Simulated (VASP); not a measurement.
Consider the following.

```
GeSi
1.0
    3.19439     0.00000     0.00000
    0.00000     3.19439     0.00000
    0.00000     0.00000     3.19439
Si Ge
1 1
Direct
  0.00000   0.00000   0.00000
  0.50000   0.50000   0.50000
```

Method: PBEsol GGA, VASP's PBE PAW potentials (set 64) (plane waves; VASP). Run with 400 eV cut-off, 13×13×13 Γ-centred mesh, tetrahedra with Blöchl corrections, potentials Si Ge_d.

### Question
Tabulate the total density of states (states/eV per cell) against energy (eV; zero at the valence-band maximum or, without a gap, the Fermi level).

### Answer

(E (eV), DOS (states/eV)): (-9.98, 0.41); (-9.86, 0.40); (-9.62, 0.39); (-9.50, 0.47); (-9.26, 0.49); (-9.14, 0.49); (-8.90, 0.52); (-8.78, 0.52); (-8.66, 0.53); (-8.42, 0.55); (-8.30, 0.56); (-8.06, 0.60); (-7.94, 0.58); (-7.82, 0.57); (-7.58, 0.58); (-7.46, 0.62); (-7.22, 0.68); (-7.10, 0.71); (-6.86, 0.78); (-6.74, 0.70); (-6.62, 0.65); (-6.38, 0.59); (-6.26, 0.59); (-6.02, 0.55); (-5.90, 0.56); (-5.78, 0.54); (-5.54, 0.53); (-5.42, 0.49); (-5.18, 0.57); (-5.06, 0.56); (-4.82, 0.54); (-4.70, 0.58); (-4.58, 0.59); (-4.34, 0.62); (-4.22, 0.66); (-3.98, 0.78); (-3.86, 0.89); (-3.74, 0.92); (-3.50, 0.84); (-3.38, 0.76); (-3.14, 0.77); (-3.02, 0.76); (-2.78, 0.82); (-2.66, 0.89); (-2.54, 0.79); (-2.30, 0.78); (-2.18, 0.78); (-1.94, 0.79); (-1.82, 0.78); (-1.70, 0.83); (-1.46, 0.85); (-1.34, 0.88); (-1.10, 0.84); (-0.98, 0.90); (-0.74, 0.94); (-0.62, 0.95); (-0.50, 0.93); (-0.26, 0.93); (-0.14, 0.93); (0.10, 0.95); (0.22, 0.97); (0.34, 0.99); (0.58, 0.92); (0.70, 0.90); (0.94, 0.85); (1.06, 0.85); (1.30, 0.84); (1.42, 0.90); (1.54, 0.90); (1.78, 0.96); (1.90, 0.96); (2.14, 0.98); (2.26, 0.99); (2.38, 0.99); (2.62, 1.01); (2.74, 1.04); (2.98, 1.01); (3.10, 0.97); (3.34, 0.85); (3.46, 0.86)
Within 2 eV below the Fermi level the largest weight inside VASP's projection spheres is Ge p, then Si p.

The structure was generated: SiGe was put into the CsCl type type (Pm-3m), which need not be its known phase. It was relaxed first, which changed the volume by +20 %. VASP warned that the highest band is occupied, so more bands are needed.
